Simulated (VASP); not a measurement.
Computed with PBEsol GGA, VASP's PBE PAW potentials (set 64) (plane waves; VASP 6.6.1).

The input files of a VASP run:

### POSCAR
```
Cs(110) slab
1.0
  5.1998735281   0.0000000000   0.0000000000
 -1.7332908479   4.9024876017   0.0000000000
  0.0000000000   0.0000000000  27.5017007541
Cs
3
Cartesian
  1.7332913401   2.4512438008   9.5051653163
  0.0000000000   0.0000000000  13.7508503770
  1.7332913401   2.4512438008  17.9965354378
```

File KPOINTS:
```
Automatic mesh
0
Gamma
6 6 1
0 0 0
```

**INCAR**
```
# general
SYSTEM   =  Cs(110) slab
PREC     =  Normal
ENCUT    =  400
LREAL    =  .False.
LASPH    =  .True.

# electronic loop
EDIFF    =  1E-6
NELM     =  100
NELMIN   =  4
ALGO     =  Normal
LMAXMIX  =  4

# smearing
ISMEAR   =  1
SIGMA    =  0.1

# functional
GGA      =  PS

# output
LWAVE    =  .False.
LCHARG   =  .False.
LORBIT   =  11
LVHAR    =  .True.

# other
LDIPOL   =  .True.
IDIPOL   =  3
DIPOL    =  0.5 0.5 0.5
```

POTCAR, in this order: Cs_sv (PBE.64 set). Program: vasp_std. Read from the step before: WAVECAR.

Output

### OSZICAR
```
       N       E                     dE             d eps       ncg     rms          rms(c)
DAV:   1    -0.258572461210E+01   -0.25857E+01   -0.42250E-06   388   0.383E-03    0.589E-04
DAV:   2    -0.258572451997E+01    0.92127E-07   -0.57830E-07   491   0.209E-03    0.194E-04
DAV:   3    -0.258572451531E+01    0.46559E-08   -0.59274E-08   252   0.852E-04    0.887E-05
DAV:   4    -0.258572451354E+01    0.17735E-08   -0.70463E-09   230   0.425E-04
   1 F= -.25857245E+01 E0= -.25853155E+01  d E =-.122696E-02
```

### OUTCAR
```
------------------------ aborting loop because EDIFF is reached ----------------------------------------
  FORCE on cell =-STRESS in cart. coord.  units (eV):
  Direction    XX          YY          ZZ          XY          YZ          ZX
  --------------------------------------------------------------------------------------
  Total       -0.0929785     -0.1881149      0.0114889     -0.1345432      0.0000000      0.0000000
  in kB       -0.2124830     -0.4298975      0.0262555     -0.3074706      0.0000000      0.0000000
  external PRESSURE =      -0.2053750 kB  Pullay stress =       0.0000000 kB
  volume of cell :      701.08
      direct lattice vectors                 reciprocal lattice vectors
     5.199873528  0.000000000  0.000000000     0.192312370  0.067992680  0.000000000
    -1.733290848  4.902487602  0.000000000     0.000000000  0.203978078  0.000000000
     0.000000000  0.000000000 27.501700754     0.000000000  0.000000000  0.036361388
 POSITION                                       TOTAL-FORCE (eV/Angst)
 -----------------------------------------------------------------------------------
      1.73329      2.45124      9.50517         0.000000     -0.000000     -0.004088
      0.00000      0.00000     13.75085        -0.000000      0.000000      0.000000
      1.73329      2.45124     17.99654         0.000000      0.000000      0.004088
 -----------------------------------------------------------------------------------
    total drift:                                0.000000     -0.000000      0.000000
  FREE ENERGIE OF THE ION-ELECTRON SYSTEM (eV)
  ---------------------------------------------------
  free  energy   TOTEN  =        -2.5857245135 eV

  energy  without entropy=       -2.5844975511  energy(sigma->0) =       -2.58531553

 total charge

# of ion       s       p       d       tot
------------------------------------------
    1        1.875   4.673   0.008   6.555
    2        1.875   4.670   0.011   6.556
    3        1.875   4.673   0.008   6.555
--------------------------------------------------
tot          5.624  14.015   0.027  19.666
```
(Selected blocks of OUTCAR.)

The cell is a thin slab with vacuum, built from Cs (bcc): (110) face.
